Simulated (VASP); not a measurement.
**K4BrCl3 (ordered alloy cell): computed properties**

Calculation: PBEsol GGA, VASP's PBE PAW potentials (set 64) (plane waves; VASP 6.6.1).

```yaml
space_group: Pm-3m (221)
cell: a = b = c = 6.344 Å, α = β = γ = 90.00°
volume_per_atom: 31.91 Å³/atom
band gap (over mesh and band path): 4.83 eV
smallest direct gap (over mesh and band path): 4.83 eV
band_edge_character: direct, Γ to Γ
density: 2.23 g/cm³
```

```
CELL_PARAMETERS angstrom
      6.34396     0.00000     0.00000
      0.00000     6.34396     0.00000
      0.00000     0.00000     6.34396
ATOMIC_POSITIONS crystal
  K  0.00000 0.00000 0.00000
  K  0.50000 0.50000 0.00000
  K  0.50000 0.00000 0.50000
  K  0.00000 0.50000 0.50000
  Cl 0.50000 0.50000 0.50000
  Cl 0.00000 0.00000 0.50000
  Cl 0.00000 0.50000 0.00000
  Br 0.50000 0.00000 0.00000
```

The structure was generated: K4BrCl3 was put into an ordered model structure (Pm-3m), which need not be its known phase. It was relaxed first. Symmetry was kept, so distortions that lower it aren't found.
